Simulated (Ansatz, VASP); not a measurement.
# Ge (Germanium): VASP beside Ansatz, part 2 of 2

Aim: how closely do two programs agree when they are given the same cell, functional and k mesh? The structure shown is the start of the Ansatz relaxation below; VASP solves that cell, so the two are compared at the walk's first step.

VASP 6.6.1 and Ansatz 0.2.0.

So far. Step 3 (VASP: single point, LDA, start cell, pair 1): The run ends at a pressure of 2.03 GPa, with forces up to 0.11 eV/Å.

**7. VASP: single point, LDA, start cell, pair 2**

Level of this step: LDA; plane waves and PAW (Ge_d) (VASP).

The same cell, functional (in two slightly different forms), mesh and smearing now go to VASP, with its own data sets.

Contents of INCAR:

```
SYSTEM = Ge
PREC = Accurate
ENCUT = 410
EDIFF = 1E-06
NELM = 120
ISMEAR = 1
SIGMA = 0.2
LREAL = .FALSE.
ALGO = Normal
GGA = CA
NBANDS = 20
LORBIT = 11
LWAVE = .FALSE.
LCHARG = .FALSE.
ISIF = 2
LASPH = .TRUE.
GGA_COMPAT = .FALSE.
KPAR = 2
```

Contents of POSCAR:

```
Ge
1.0
   -0.0433410000      2.7697310000      2.8319590000
    2.7697310000     -0.0433410000      2.8319590000
    2.7263900000      2.7263900000      0.0000000000
Ge
2
Direct
    0.4985430580      0.4985430580      0.5014569420
    0.7514566772      0.7514566772      0.7485433228
```

Contents of KPOINTS:

```
Automatic mesh
0
Gamma
16 16 16
0 0 0
```

PAW data sets: Ge_d (LDA family, release 64).

Run with:

```sh
$ mpirun -np 2 vasp_std
```

Numbers of over 12 decimals in the logs are rounded to 6 here.

The log of the run:

```text
[... set-up lines as in an earlier step ...]
 entering main loop
       N       E                     dE             d eps       ncg     rms          rms(c)
DAV:   1     0.170885025659E+03    0.17089E+03   -0.13294E+04 26700   0.339E+03
DAV:   2     0.127038898425E+02   -0.15818E+03   -0.15406E+03 24872   0.534E+02
DAV:   3    -0.988591905204E+01   -0.22590E+02   -0.22442E+02 28036   0.136E+02
DAV:   4    -0.105550067301E+02   -0.66909E+00   -0.66871E+00 27924   0.278E+01
[...]
DAV:   9    -0.103730406538E+02   -0.21143E-04   -0.12280E-04 29760   0.124E-01    0.173E-02
DAV:  10    -0.103730382767E+02    0.23770E-05   -0.12459E-05 33940   0.482E-02    0.438E-03
DAV:  11    -0.103730380623E+02    0.21440E-06   -0.16090E-06 21560   0.100E-02
   1 F= -.10373038E+02 E0= -.10373115E+02  d E =0.231324E-03
```

OUTCAR, selected parts (step 7):

```text
  Total        0.5736289      0.5736289      0.0880213      0.6416909      0.0000000      0.0000000
  in kB       21.1570860     21.1570860      3.2464801     23.6674062      0.0000000      0.0000000
  external PRESSURE =      15.1868840 kB  Pullay stress =       0.0000000 kB

 POSITION                                       TOTAL-FORCE (eV/Angst)
 -----------------------------------------------------------------------------------
      2.72639      2.72639      2.82371        -0.000000     -0.000000     -0.101682
      4.08958      4.08958      4.25619         0.000000      0.000000      0.101682
 -----------------------------------------------------------------------------------
    total drift:                               -0.000000     -0.000000      0.000000

  FREE ENERGIE OF THE ION-ELECTRON SYSTEM (eV)
  ---------------------------------------------------
  free  energy   TOTEN  =       -10.3730380623 eV

  energy  without entropy=      -10.3732693868  energy(sigma->0) =      -10.37311517

[... 1 part as in an earlier step ...]

[... 2 further parts left out ...]
[key lines of the parts left out:]
E-fermi :   5.2102
```

The run ends at a pressure of 1.52 GPa, with forces up to 0.10 eV/Å.

**8. Side by side**

Forces (eV/Å; atoms numbered as in POSCAR):

| atom | Ansatz x, y, z | VASP x, y, z |
| --- | --- | --- |
| Ge1 | 0.000, 0.000, -0.100 | 0.000, 0.000, -0.102 |
| Ge2 | 0.000, 0.000, 0.100 | 0.000, 0.000, 0.102 |

The forces differ by 0.9 meV/Å r.m.s., which is 1.5 % of the r.m.s. force of 0.059 eV/Å (both taken over all components).

**9. Further runs**

Further runs change the set-up of one program: Ansatz's method, potentials or start, or VASP's data sets, cutoff or form of LDA. The table gives that difference for each run.

| run | r.m.s. force difference (meV/Å) |
| --- | --- |
| as above | 0.9 |
| VASP with a cutoff of 500 eV (perhaps on Ansatz's relaxed cell) | 0.18 |

**10. Ansatz: relaxation, LDA**

The two programs are compared at the cell with which this relaxation starts, whose forces are those of its first step. The cell compared in this pair holds 43.70 Å³, against 43.44 Å³ for the pair before.

The structure compared here is the start of the Ansatz relaxation; VASP solves that cell, so the two are compared at the walk's first step.

Contents of input.yaml:

```yaml
crystal:
  lattice:
    - [-0.0286405763, 2.7831376442, 2.8214789669]
    - [2.7831376442, -0.0286405763, 2.8214789669]
    - [2.7544970679, 2.7544970679, 0.0]
  atoms:
    - { symbol: Ge, position: [0.4992842398, 0.4992842398, 0.5007157602] }
    - { symbol: Ge, position: [0.7507157602, 0.7507157602, 0.7492842398] }
  conventional_axes: [[0, 0, 1], [1, -1, 0], [1, 1, -1]]
kpoints:
  mp_grid: { grid: [16, 16, 16] }
hamiltonian:
  xc: lda
  pseudopotentials: { kind: paw, azcp: { folder: soft_1 }, xc_functional: pbe }
scf:
  occupations: { method: methfessel_paxton, width: 0.2 }
output:
  forces: true
  stress: true
  eigenvalues: true
relax:
  adjacent_minimum: "off"
  f_tol: 0.001
  max_steps: 60
  cell: { stress_tol: 0.01, fix: [a, angles] }
```

Run with:

```sh
$ ansatz run input.yaml --threads 4 --pin off --max-ram 10240MiB --backend cpu --events-out ev --progress --plain --runs-dir out
```

The log of the run:

```text
[...]
Crystal: 2 atoms, lattice volume = 43.705 Å³
Basis set: ecut = 420 eV, 881 PW (Γ)
Bands: 18, of which v1, the nominal top of the filled ones, is band 14 counted from 1 (13 counted from 0)
Symmetry: 8 space group operations
[...]
k-points: 621 of 4096
[...]
k-point 620: bands = [... 10 lower, -0.5147, -0.4241, 5.4157, 5.6849, 9.1912, 9.5451, 18.2343, 18.3586]
--- Relaxed structure (3 steps of the walk, 3 accepted, 1 SCFs on fresh bases) ---
[...]
cell:  # Å, volume = 43.8874 Å³
    - [-0.029288, 2.783785, 2.831959]
    - [2.783785, -0.029288, 2.831959]
    - [2.754497, 2.754497, 0.0]
  atoms:
    - { symbol: Ge, position: [0.498543, 0.498543, 0.501457] }
    - { symbol: Ge, position: [0.751457, 0.751457, 0.748543] }
[key lines of the parts left out:]
SCF converged after 7 iterations
Free energy (F): -8431.447314 eV
Fermi energy:    8.697045 eV
P = ⅓ Tr σ = 0.8977 GPa (8.977 kbar)
```

**11. VASP: single point, LDA, start cell, pair 3**

The same cell, functional (in two slightly different forms), mesh and smearing now go to VASP, with its own data sets.

INCAR is that of step 7.

Contents of POSCAR:

```
Ge
1.0
   -0.0286410000      2.7831380000      2.8214790000
    2.7831380000     -0.0286410000      2.8214790000
    2.7544970000      2.7544970000      0.0000000000
Ge
2
Direct
    0.4992842406      0.4992842406      0.5007157594
    0.7507156708      0.7507156708      0.7492845108
```

KPOINTS is that of step 7.

Run with:

```sh
$ mpirun -np 2 vasp_std
```

The log of the run:

```text
[... set-up lines as in an earlier step ...]
 entering main loop
       N       E                     dE             d eps       ncg     rms          rms(c)
DAV:   1     0.170590399771E+03    0.17059E+03   -0.13323E+04 26696   0.339E+03
DAV:   2     0.126847061887E+02   -0.15791E+03   -0.15381E+03 24924   0.535E+02
DAV:   3    -0.988492208334E+01   -0.22570E+02   -0.22428E+02 28060   0.136E+02
DAV:   4    -0.105617177004E+02   -0.67680E+00   -0.67642E+00 27864   0.279E+01
[...]
DAV:   9    -0.103829997747E+02   -0.29030E-04   -0.10251E-04 28992   0.109E-01    0.148E-02
DAV:  10    -0.103829966815E+02    0.30931E-05   -0.10698E-05 33520   0.471E-02    0.434E-03
DAV:  11    -0.103829965012E+02    0.18036E-06   -0.13137E-06 20520   0.845E-03
   1 F= -.10382997E+02 E0= -.10383070E+02  d E =0.220789E-03
```

From OUTCAR (step 11):

```text
  Total        0.3829755      0.3829755      0.0903600      0.4423799      0.0000000      0.0000000
  in kB       14.0394876     14.0394876      3.3125044     16.2171934      0.0000000      0.0000000
  external PRESSURE =      10.4638265 kB  Pullay stress =       0.0000000 kB

 POSITION                                       TOTAL-FORCE (eV/Angst)
 -----------------------------------------------------------------------------------
      2.75450      2.75450      2.81744         0.000000      0.000000     -0.096636
      4.13175      4.13175      4.23626        -0.000000     -0.000000      0.096636
 -----------------------------------------------------------------------------------
    total drift:                                0.000000      0.000000      0.000247

  FREE ENERGIE OF THE ION-ELECTRON SYSTEM (eV)
  ---------------------------------------------------
  free  energy   TOTEN  =       -10.3829965012 eV

  energy  without entropy=      -10.3832172904  energy(sigma->0) =      -10.38307010

[... 1 part as in an earlier step ...]

[... 2 further parts left out ...]
[key lines of the parts left out:]
E-fermi :   5.1295
```

The run ends at a pressure of 1.05 GPa, with forces up to 0.097 eV/Å.

**12. Comparison**

Forces (eV/Å; atoms numbered as in POSCAR):

| atom | Ansatz x, y, z | VASP x, y, z |
| --- | --- | --- |
| Ge1 | 0.000, 0.000, -0.095 | 0.000, 0.000, -0.097 |
| Ge2 | 0.000, 0.000, 0.095 | 0.000, 0.000, 0.097 |

The forces differ by 0.7 meV/Å r.m.s., which is 1.2 % of the r.m.s. force of 0.056 eV/Å (both taken over all components).

**13. Summary of results**

| Property | Result |
| --- | --- |
| r.m.s. force difference (single point, LDA, start cell, pair 1) | 1.3 meV/Å |
| r.m.s. force difference (single point, LDA, start cell, pair 2) | 0.9 meV/Å |
| r.m.s. force difference (single point, LDA, start cell, pair 3) | 0.68 meV/Å |

In words: The r.m.s. force difference is 1.3 meV/Å (single point, LDA, start cell, pair 1), within the 12 meV/Å picked in this series as the mark of a large difference. Single point, LDA, start cell, pair 1, VASP with a cutoff of 500 eV (perhaps on Ansatz's relaxed cell): r.m.s. force difference goes from 1.3 to 0.62 meV/Å. Single point, LDA, start cell, pair 2, VASP with a cutoff of 500 eV (perhaps on Ansatz's relaxed cell): r.m.s. force difference goes from 0.9 to 0.18 meV/Å. 7 further runs of this series are not shown here. How closely two codes agree says nothing of how well the functional describes the real material.

[Lines on the potential files, build, host, timing and source positions are cut from VASP's logs without a mark.]

[Logs are printed without paths, hosts, clocks, repeated set-up lines and the standing remarks that a program may print on its own settings, such as how far it seeks lower states.]

[Hosts, paths, dates, database ids (printed as entryN), source tags and the programs' standing remarks are cut or masked in the printed files.]

[Rows of further runs with another cutoff or data set may stand on the cell that Ansatz relaxed, not on the start cell of the pair above them.]
